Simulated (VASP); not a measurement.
Data:

```xyz
2
Lattice="0.0000 2.7494 2.7494 2.7494 0.0000 2.7494 2.7494 2.7494 0.0000" Properties=species:S:1:pos:R:3 pbc="T T T"
Ga     0.0000     0.0000     0.0000
P      1.3747     1.3747     1.3747
```

Method: optB88-vdW, VASP's PBE PAW potentials (set 64) (plane waves; VASP 6.6.1). Run with 520 eV cut-off, Gaussian smearing of 0.050 eV, potentials Ga_d P.

### Question
Give the energies of bands 7 to 12 at the high-symmetry points, in eV from the valence-band maximum.

### Answer

```csv
band,Γ,X,U,L,W
7,0.00,-6.66,-6.46,-6.49,-6.47
8,0.00,-2.58,-3.77,-1.07,-3.42
9,0.00,-2.58,-2.16,-1.07,-3.27
10,1.49,1.74,2.23,1.55,4.72
11,3.91,1.86,4.76,4.75,4.73
12,3.91,10.36,8.15,4.75,6.01
```

The gap is direct, 1.49 eV, from the valence maximum at Γ to the conduction minimum at Γ.

Measured: gap 2.43 eV (computed value off by -0.94 eV), as given by Wei Chen et al., Physical Review Materials (2018), doi:10.1103/physrevmaterials.2.073803 [zero-point renormalisation of 0.08 eV added back (the table's ZPR column)].

The compound is GaP in the zinc blende structure. It was relaxed first.
